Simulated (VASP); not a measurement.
These are PBEsol GGA, VASP's PBE PAW potentials (set 64) (plane waves; VASP 6.6.1) values and carry that method's errors.

A VASP calculation is set up with these files.

**POSCAR**
```
Se
1
    2.2103460000    -3.8284320000     0.0000000000
    2.2103460000     3.8284320000     0.0000000000
    0.0000000000     0.0000000000     5.0074200000
Se
3
Direct
  0.0000000000   0.2250000000   0.6666670000
  0.7750000000   0.7750000000   0.0000000000
  0.2250000000   0.0000000000   0.3333330000
```

### KPOINTS
```
Automatic mesh
0
Gamma
6 6 5
0 0 0
```

**INCAR**
```
! general
SYSTEM  = Se
PREC    = Accurate
ENCUT   = 300   ! plane-wave cut-off (eV)
LREAL   = .False.   ! projection in real space or not
LASPH   = .True.   ! aspherical one-centre terms

! electronic loop
EDIFF   = 1E-6   ! SCF stop (eV)
NELM    = 100   ! most electronic steps
ALGO    = Normal   ! blocked Davidson
LMAXMIX = 4   ! l cut-off of mixed one-centre charges

! smearing
ISMEAR  = -1   ! Fermi-Dirac
SIGMA   = 0.01

! functional
GGA     = PS   ! PBEsol

! ions
ISIF    = 2

! output
LWAVE   = .False.
LCHARG  = .False.
```

POTCAR, in this order: Se (PBE.64 set). Program: vasp_std.

The resulting files:

OUTCAR:
```
 ion  position               nearest neighbor table
   1  0.000  0.225  0.667-   2 2.40   3 2.40
   2  0.775  0.775  0.000-   1 2.40   3 2.40
   3  0.225  0.000  0.333-   2 2.40   1 2.40
  LATTYP: Found a hexagonal cell.
 ALAT       =     4.4206923687
 C/A-ratio  =     1.1327230177
 Subroutine PRICEL returns:
 Original cell was already a primitive cell.
 Subroutine GETGRP returns: Found  6 space group operations
The static configuration has the point symmetry C_2 .
 The point group associated with its full space group is D_3 .
The dynamic configuration has the point symmetry C_2 .
 Subroutine INISYM returns: Found  6 space group operations
 Subroutine IBZKPT returns following result:
 Found     27 irreducible k-points:

 Following reciprocal coordinates:
            Coordinates               Weight
  0.000000  0.000000  0.000000      1.000000
  0.166667  0.000000  0.000000      6.000000
  0.333333  0.000000  0.000000      6.000000
  0.500000  0.000000  0.000000      3.000000
  0.166667  0.166667  0.000000      6.000000
  0.333333  0.166667  0.000000     12.000000
  0.333333  0.333333  0.000000      2.000000
  0.000000  0.000000  0.200000      2.000000
  0.166667  0.000000  0.200000      6.000000
  0.000000  0.166667  0.200000      6.000000
  0.333333  0.000000  0.200000      6.000000
  0.000000  0.333333  0.200000      6.000000
  0.500000  0.000000  0.200000      6.000000
  0.166667  0.166667  0.200000     12.000000
  0.333333  0.166667  0.200000     12.000000
 -0.166667  0.500000  0.200000     12.000000
  0.333333  0.333333  0.200000      4.000000
  0.000000  0.000000  0.400000      2.000000
  0.166667  0.000000  0.400000      6.000000
  0.000000  0.166667  0.400000      6.000000
  0.333333  0.000000  0.400000      6.000000
  0.000000  0.333333  0.400000      6.000000
  0.500000  0.000000  0.400000      6.000000
  0.166667  0.166667  0.400000     12.000000
  0.333333  0.166667  0.400000     12.000000
 -0.166667  0.500000  0.400000     12.000000
  0.333333  0.333333  0.400000      4.000000
   k-points           NKPTS =     27   k-points in BZ     NKDIM =     27   number of bands    NBANDS=     13
   number of dos      NEDOS =    301   number of ions     NIONS =      3
   total plane-waves  NPLWV =  21952
   dimension x,y,z NGX =    28 NGY =   28 NGZ =   28
   dimension x,y,z NGXF=    56 NGYF=   56 NGZF=   56
   ions per type =               3
   PREC   = accura    normal or accurate (medium, high low for compatibility)
   ISTART =      0    job   : 0-new  1-cont  2-samecut
   ICHARG =      2    charge: 1-file 2-atom 10-const
   ISPIN  =      1    spin polarized calculation?
   LNONCOLLINEAR =      F non collinear calculations
   LSORBIT =      F    spin-orbit coupling
   INIWAV =      1    electr: 0-lowe 1-rand  2-diag
   ENCUT  =  300.0 eV  22.05 Ry    4.70 a.u.   6.24  6.24  7.07*2*pi/ulx,y,z
   NELM   =    100;   NELMIN=  2; NELMDL= -5     # of ELM steps
   EDIFF  = 0.1E-05   stopping-criterion for ELM
   LREAL  =      F    real-space projection
   NLSPLINE    = F    spline interpolate recip. space projectors
   LMAXMIX     =    4 max onsite mixed and CHGCAR
   VOSKOWN=      0    Vosko Wilk Nusair interpolation
   EDIFFG = 0.1E-04   stopping-criterion for IOM
   NSW    =      0    number of steps for IOM
   NBLOCK =      1;   KBLOCK =      1    inner block; outer block
   IBRION =     -1    ionic relax: 0-MD 1-quasi-New 2-CG
   NFREE  =      0    steps in history (QN), initial steepest desc. (CG)
   ISIF   =      2    stress and relaxation
   ISYM   =      2    0-nonsym 1-usesym 2-fastsym
   TEIN   =    0.0    initial temperature
   TEBEG  =    0.0;   TEEND  =   0.0 temperature during run
...
```

File OSZICAR:
```
       N       E                     dE             d eps       ncg     rms          rms(c)
DAV:   1     0.642949650846E+02    0.64295E+02   -0.52567E+03   702   0.730E+02
DAV:   2    -0.733587182875E+01   -0.71631E+02   -0.69039E+02   928   0.151E+02
DAV:   3    -0.115386707192E+02   -0.42028E+01   -0.41844E+01   792   0.427E+01
DAV:   4    -0.115728886798E+02   -0.34218E-01   -0.34199E-01   867   0.447E+00
DAV:   5    -0.115732195720E+02   -0.33089E-03   -0.33089E-03   857   0.411E-01    0.669E+00
DAV:   6    -0.114991549916E+02    0.74065E-01   -0.40264E-02   782   0.142E+00    0.411E+00
DAV:   7    -0.114709968130E+02    0.28158E-01   -0.77511E-02   772   0.194E+00    0.189E-01
DAV:   8    -0.114702561602E+02    0.74065E-03   -0.93272E-03   742   0.680E-01    0.877E-02
DAV:   9    -0.114703230266E+02   -0.66866E-04   -0.27545E-04   897   0.126E-01    0.259E-02
DAV:  10    -0.114703318019E+02   -0.87753E-05   -0.30036E-05   822   0.403E-02    0.643E-03
DAV:  11    -0.114703329215E+02   -0.11196E-05   -0.49873E-06   797   0.147E-02    0.386E-03
DAV:  12    -0.114703327848E+02    0.13667E-06   -0.93237E-07   441   0.708E-03
   1 F= -.11470333E+02 E0= -.11470333E+02  d E =-.304000E-13
```

OUTCAR:
```
------------------------ aborting loop because EDIFF is reached ----------------------------------------
  FORCE on cell =-STRESS in cart. coord.  units (eV):
  Direction    XX          YY          ZZ          XY          YZ          ZX
  --------------------------------------------------------------------------------------
  Total       -0.8339167     -0.8339169     -0.5851433      0.0000000      0.0000000      0.0000000
  in kB      -15.7655109    -15.7655145    -11.0623546      0.0000000      0.0000000      0.0000000
  external PRESSURE =     -14.1977933 kB  Pullay stress =       0.0000000 kB
  volume of cell :       84.75
      direct lattice vectors                 reciprocal lattice vectors
     2.210346000 -3.828432000  0.000000000     0.226208928 -0.130601771  0.000000000
     2.210346000  3.828432000  0.000000000     0.226208928  0.130601771  0.000000000
     0.000000000  0.000000000  5.007420000     0.000000000  0.000000000  0.199703640
 POSITION                                       TOTAL-FORCE (eV/Angst)
 -----------------------------------------------------------------------------------
      0.49733      0.86140      3.33828         0.000685      0.001187     -0.000000
      3.42604      0.00000      0.00000        -0.001370      0.000000     -0.000000
      0.49733     -0.86140      1.66914         0.000685     -0.001187      0.000000
 -----------------------------------------------------------------------------------
    total drift:                               -0.000203     -0.000446      0.000007
  FREE ENERGIE OF THE ION-ELECTRON SYSTEM (eV)
  ---------------------------------------------------
  free  energy   TOTEN  =       -11.4703327848 eV

  energy  without entropy=      -11.4703327848  energy(sigma->0) =      -11.47033278
```
(Selected blocks of OUTCAR.)

The structure is a typed Se crystal (P3_121). The cell was not relaxed at this level. The run is one of a series of settings (GGA = PS against the base run), some of them coarse on purpose.
